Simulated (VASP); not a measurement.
# Which native defect does Gd3Sn7 form most easily?, part 2 of 7

Which native defect is cheapest in Gd3Sn7, and how does that change with the growth condition? The start is a cell from a database of measured crystal structures.

VASP 6.6.1, plane waves and PAW; the level of theory is named at each step.

Still holding for the runs below: The data set Gd_3 holds the 4f electrons frozen in the core, so no f bands or f moments appear. The k-mesh is coarse for a metal.

So far. Step 2 (Relaxing the host crystal): The run ended after 16 ionic steps, 0.498 eV below its first step, once forces and stress met EDIFFG = -0.03.

## 3. The supercell without the defect

Level of this step: LDA, 4f electrons in the core; plane waves and PAW (Gd_3, Sn) (VASP).

System of this step: Gd3Sn7. The structure is orthorhombic, space group Cmmm (No. 65). The conventional cell has a = 4.364 Å, b = 25.899 Å, c = 4.364 Å, α = 90.00°, β = 90.00°, γ = 90.00°. Gd has 10 Sn at 3.14 to 3.38 Å nearest. Nearest to Gd lie 12 Sn at 3.09 to 3.33 Å. Nearest to Sn lie 4 Gd at 3.09 Å and 8 Sn at 3.33 Å. Nearest to Sn lie 6 Sn at 3.09 to 3.33 Å and 4 Gd at 3.22 to 3.33 Å. Nearest to Sn lie 2 Sn at 2.95 Å and 6 Gd at 3.14 to 3.38 Å. Farther neighbours are not listed.

The same cell, mesh and cutoff without the defect give the energy to subtract and, in a gapped host, the band edges to count from, so that most errors cancel.

File INCAR:

```
SYSTEM = Gd3Sn7
PREC = Normal
ENCUT = 300
EDIFF = 1E-05
NELM = 120
ISMEAR = 1
SIGMA = 0.2
LREAL = Auto
ALGO = Fast
GGA = CA
NBANDS = 144
LASPH = .TRUE.
LORBIT = 11
LWAVE = .FALSE.
LCHARG = .FALSE.
KPAR = 4
NCORE = 2
```

File POSCAR:

```
Gd3Sn7
1.0
    2.1818620484     12.9496022637      4.3639213665
    2.1818620484    -12.9496022637      4.3639213665
    8.7274481936      0.0000000000      0.0000000000
Gd Sn
12 28
Direct
    0.1886862766      0.8113137234      0.2500000000
    0.1886862766      0.8113137234      0.7500000000
    0.6886862766      0.3113137234      0.5000000000
    0.6886862766      0.3113137234      0.0000000000
    0.8113137234      0.1886862766      0.2500000000
    0.8113137234      0.1886862766      0.7500000000
    0.3113137234      0.6886862766      0.5000000000
    0.3113137234      0.6886862766      0.0000000000
    0.2500000000      0.2500000000      0.8750000000
    0.2500000000      0.2500000000      0.3750000000
    0.7500000000      0.7500000000      0.1250000000
    0.7500000000      0.7500000000      0.6250000000
    0.0000000000      0.0000000000      0.2500000000
    0.0000000000      0.0000000000      0.7500000000
    0.5000000000      0.5000000000      0.5000000000
    0.5000000000      0.5000000000      0.0000000000
    0.3470145512      0.1529854488      0.1250000000
    0.3470145512      0.1529854488      0.6250000000
    0.8470145512      0.6529854488      0.3750000000
    0.8470145512      0.6529854488      0.8750000000
    0.1529854488      0.3470145512      0.1250000000
    0.1529854488      0.3470145512      0.6250000000
    0.6529854488      0.8470145512      0.3750000000
    0.6529854488      0.8470145512      0.8750000000
    0.4029211013      0.5970788987      0.2500000000
    0.4029211013      0.5970788987      0.7500000000
    0.9029211013      0.0970788987      0.5000000000
    0.9029211013      0.0970788987      0.0000000000
    0.5970788987      0.4029211013      0.2500000000
    0.5970788987      0.4029211013      0.7500000000
    0.0970788987      0.9029211013      0.5000000000
    0.0970788987      0.9029211013      0.0000000000
    0.5384150454      0.9615849546      0.1250000000
    0.5384150454      0.9615849546      0.6250000000
    0.0384150454      0.4615849546      0.3750000000
    0.0384150454      0.4615849546      0.8750000000
    0.9615849546      0.5384150454      0.1250000000
    0.9615849546      0.5384150454      0.6250000000
    0.4615849546      0.0384150454      0.3750000000
    0.4615849546      0.0384150454      0.8750000000
```

File KPOINTS:

```
Automatic mesh
0
Gamma
3 3 3
0 0 0
```

The projector-augmented-wave data sets are Gd_3 and Sn (PBE family, release 64).

Run with:

```console
$ mpirun -np 8 vasp_std
```

The log of the run:

```text
[banner, memory and clock lines left out]
running    8 mpi-ranks, on    1 nodes
 distrk:  each k-point on    2 cores,    4 groups
 distr:  one band on    2 cores,    1 groups

 POSCAR found type information on POSCAR GdSn
 POSCAR found :  2 types and      40 ions
 [... a notice as in an earlier step ...]

 LDA part: xc-table for (Slater(with rela. corr.)+CA(PZ))
 , standard interpolation
 POSCAR, INCAR and KPOINTS ok, starting setup
 FFT: planning ... GRIDC
 FFT: planning ... GRID_SOFT
 FFT: planning ... GRID
 WAVECAR not read
 entering main loop
       N       E                     dE             d eps       ncg     rms          rms(c)
DAV:   1     0.812572197533E+03    0.81257E+03   -0.65483E+04  2912   0.845E+02
DAV:   2    -0.129277191169E+03   -0.94185E+03   -0.89260E+03  3352   0.238E+02
DAV:   3    -0.214463045396E+03   -0.85186E+02   -0.82454E+02  3760   0.540E+01
DAV:   4    -0.217339419675E+03   -0.28764E+01   -0.28345E+01  3528   0.101E+01
DAV:   5    -0.217451136770E+03   -0.11172E+00   -0.11143E+00  3888   0.173E+00    0.775E+01
RMM:   6    -0.215536914596E+03    0.19142E+01   -0.20687E+00  3359   0.179E+00    0.456E+01
RMM:   7    -0.214992039609E+03    0.54487E+00   -0.24657E+00  3497   0.230E+00    0.271E+00
RMM:   8    -0.214817116215E+03    0.17492E+00   -0.43303E-01  3516   0.115E+00    0.952E-01
RMM:   9    -0.214799273917E+03    0.17842E-01   -0.12748E-01  3807   0.575E-01    0.380E-01
RMM:  10    -0.214800456291E+03   -0.11824E-02   -0.19480E-02  4047   0.237E-01    0.269E-01
RMM:  11    -0.214800514618E+03   -0.58327E-04   -0.25087E-03  4059   0.834E-02    0.112E-01
RMM:  12    -0.214800503320E+03    0.11299E-04   -0.52869E-04  3640   0.421E-02    0.558E-02
RMM:  13    -0.214800491723E+03    0.11596E-04   -0.19660E-04  3653   0.206E-02    0.139E-02
RMM:  14    -0.214800493391E+03   -0.16675E-05   -0.29946E-05  2704   0.888E-03
   1 F= -.21480049E+03 E0= -.21479549E+03  d E =-.150077E-01
```

The job ended after 1.9 min (8 MPI ranks of Intel Xeon Platinum 8259CL at 2.50GHz (Skylake/Cascade Lake), shared host; peak memory 2.9 GiB; 14 min of CPU time).

Parts of OUTCAR (step 3):

```text
  LATTYP: Found a base centered monoclinic cell.
 ALAT       =     9.7579366039
 B/A-ratio  =     2.6541681483
 C/A-ratio  =     0.8943948447
 COS(beta)  =    -0.4471974224

 Subroutine GETGRP returns: Found  4 space group operations
 (whereof  4 operations were pure point group operations)

The static configuration has the point symmetry C_2h.

 Found     10 irreducible k-points:

   k-points           NKPTS =     10   k-points in BZ     NKDIM =     10   number of bands    NBANDS=    144

   dimension x,y,z NGX =    60 NGY =   60 NGZ =   40
   dimension x,y,z NGXF=   120 NGYF=  120 NGZF=   80

   ENCUT  =  300.0 eV  22.05 Ry    4.70 a.u.  19.54 19.54 12.33*2*pi/ulx,y,z

   NELECT =     220.0000    total number of electrons

 E-fermi :   5.5078

 k-point     1 :       0.0000    0.0000    0.0000
  band No.  band energies     occupation
    ...
    105       4.7072      2.00000
    106       4.9731      2.00103
    107       5.1690      2.03761
    108       5.2244      2.06226
    109       5.5086      0.99313
    110       5.6448      0.09102
    111       5.6896     -0.02585
    112       5.8060     -0.05612
    113       5.9574     -0.00662
    114       6.0985     -0.00024
    ...

 k-point     2 :       0.3333    0.0000    0.0000
  band No.  band energies     occupation
    ...
    105       5.0474      2.00535
    106       5.0484      2.00546
    107       5.1162      2.01827
    108       5.2086      2.05566
    109       5.4455      1.49993
    110       5.5894      0.36902
    111       5.8309     -0.04470
    112       5.8310     -0.04465
    113       5.8643     -0.03024
    114       5.8795     -0.02459
    ...

  Total       -4.6698327      1.8716559      2.1176526      0.0000000      0.0000000     -0.1498826
  in kB       -7.5850995      3.0400867      3.4396533      0.0000000      0.0000000     -0.2434508
  external PRESSURE =      -0.3684532 kB  Pullay stress =       0.0000000 kB

  energy-cutoff  :      300.00
  volume of cell :      986.39
      direct lattice vectors                 reciprocal lattice vectors
     2.181862048 12.949602264  4.363921366     0.000000000  0.038611224  0.114575850
     2.181862048-12.949602264  4.363921366     0.000000000 -0.038611224  0.114575850
     8.727448194  0.000000000  0.000000000     0.114581030  0.000000000 -0.057287925

 POSITION                                       TOTAL-FORCE (eV/Angst)
 -----------------------------------------------------------------------------------
      4.36372     -8.06278      4.36392        -0.000000     -0.007195     -0.000000
      8.72745     -8.06278      4.36392        -0.000000     -0.007195     -0.000000
      6.54559      4.88682      4.36392         0.000000     -0.007195     -0.000000
      2.18186      4.88682      4.36392        -0.000000     -0.007195     -0.000000
      4.36372      8.06278      4.36392         0.000000      0.007195     -0.000000
      8.72745      8.06278      4.36392        -0.000000      0.007195     -0.000000
      6.54559     -4.88682      4.36392        -0.000000      0.007195     -0.000000
      2.18186     -4.88682      4.36392        -0.000000      0.007195     -0.000000
      8.72745      0.00000      2.18196         0.000000     -0.000000      0.000000
      4.36372      0.00000      2.18196         0.000000     -0.000000      0.000000
      4.36372      0.00000      6.54588         0.000000     -0.000000      0.000000
      8.72745      0.00000      6.54588         0.000000     -0.000000     -0.000000
      2.18186      0.00000      0.00000         0.000000     -0.000000     -0.000000
      6.54559      0.00000      0.00000         0.000000     -0.000000      0.000000
      6.54559      0.00000      4.36392         0.000000     -0.000000     -0.000000
      2.18186      0.00000      4.36392         0.000000     -0.000000     -0.000000
      2.18186      2.51260      2.18196        -0.000000     -0.007910     -0.000000
      6.54559      2.51260      2.18196        -0.000000     -0.007910     -0.000000
      6.54559      2.51260      6.54588         0.000000     -0.007910     -0.000000
     10.90931      2.51260      6.54588        -0.000000     -0.007910     -0.000000
      2.18186     -2.51260      2.18196        -0.000000      0.007910     -0.000000
      6.54559     -2.51260      2.18196         0.000000      0.007910     -0.000000
      6.54559     -2.51260      6.54588        -0.000000      0.007910     -0.000000
     10.90931     -2.51260      6.54588        -0.000000      0.007910     -0.000000
      4.36372     -2.51427      4.36392        -0.000000      0.035974     -0.000000
      8.72745     -2.51427      4.36392         0.000000      0.035974     -0.000000
      6.54559     10.43534      4.36392         0.000000      0.035974     -0.000000
      2.18186     10.43534      4.36392        -0.000000      0.035974     -0.000000
      4.36372      2.51427      4.36392         0.000000     -0.035974     -0.000000
      8.72745      2.51427      4.36392        -0.000000     -0.035974     -0.000000
      6.54559    -10.43534      4.36392         0.000000     -0.035974     -0.000000
      2.18186    -10.43534      4.36392        -0.000000     -0.035974     -0.000000
      4.36372     -5.47988      6.54588        -0.000000      0.012413     -0.000000
      8.72745     -5.47988      6.54588        -0.000000      0.012413     -0.000000
      4.36372     -5.47988      2.18196         0.000000      0.012413     -0.000000
      8.72745     -5.47988      2.18196         0.000000      0.012413     -0.000000
      4.36372      5.47988      6.54588         0.000000     -0.012413     -0.000000
      8.72745      5.47988      6.54588        -0.000000     -0.012413     -0.000000
      4.36372      5.47988      2.18196        -0.000000     -0.012413     -0.000000
      8.72745      5.47988      2.18196         0.000000     -0.012413     -0.000000
 -----------------------------------------------------------------------------------
    total drift:                                0.000000     -0.000000      0.000000

  FREE ENERGIE OF THE ION-ELECTRON SYSTEM (eV)
  ---------------------------------------------------
  free  energy   TOTEN  =      -214.8004933907 eV

  energy  without entropy=     -214.7854857015  energy(sigma->0) =     -214.79549083

 total charge
# of ion       s       p       d       tot
------------------------------------------
    1        0.220   6.365   1.307   7.892
    2        0.220   6.365   1.307   7.892
    3        0.220   6.365   1.307   7.892
    4        0.220   6.365   1.307   7.892
    5        0.220   6.365   1.307   7.892
    6        0.220   6.365   1.307   7.892
    7        0.220   6.365   1.307   7.892
    8        0.220   6.365   1.307   7.892
    9        0.221   6.362   1.399   7.982
   10        0.221   6.362   1.399   7.982
   11        0.221   6.362   1.399   7.982
   12        0.221   6.362   1.399   7.982
   13        1.487   1.600   0.134   3.221
   14        1.487   1.600   0.134   3.221
   15        1.487   1.600   0.134   3.221
   16        1.487   1.600   0.134   3.221
   17        1.445   1.638   0.127   3.210
   18        1.445   1.638   0.127   3.210
   19        1.445   1.638   0.127   3.210
   20        1.445   1.638   0.127   3.210
   21        1.445   1.638   0.127   3.210
   22        1.445   1.638   0.127   3.210
   23        1.445   1.638   0.127   3.210
   24        1.445   1.638   0.127   3.210
   25        1.444   1.647   0.125   3.215
   26        1.444   1.647   0.125   3.215
   27        1.444   1.647   0.125   3.215
   28        1.444   1.647   0.125   3.215
   29        1.444   1.647   0.125   3.215
   30        1.444   1.647   0.125   3.215
   31        1.444   1.647   0.125   3.215
   32        1.444   1.647   0.125   3.215
   33        1.437   1.786   0.110   3.333
   34        1.437   1.786   0.110   3.333
   35        1.437   1.786   0.110   3.333
   36        1.437   1.786   0.110   3.333
   37        1.437   1.786   0.110   3.333
[...]
--------------------------------------------------
tot         43.201 123.340  19.474 186.016

[... 7 further parts left out ...]
```

This step gave:

* electronic cycles: 14
* electrons: 220
* free energy (TOTEN): -214.8005 eV
* energy at zero smearing: -214.7955 eV
* Fermi energy: 5.508 eV

The host is treated as a metal, as its relaxation found a gap under 0.3 eV or none, and only the neutral defect is run.

[end of part 2 of 7]

[Lines on the potential files, build, host, timing and source positions are cut from VASP's logs without a mark.]

[Logs are printed without paths, hosts, clocks, repeated set-up lines and the standing remarks that a program may print on its own settings, such as how far it seeks lower states.]

[Hosts, paths, dates, database ids (printed as entryN), source tags and the programs' standing remarks are cut or masked in the printed files.]

[In band tables of VASP the shares of atoms and orbitals are scaled to a sum of 1 inside the atoms' spheres.]

[Runs that stopped without an error message from VASP are left out.]
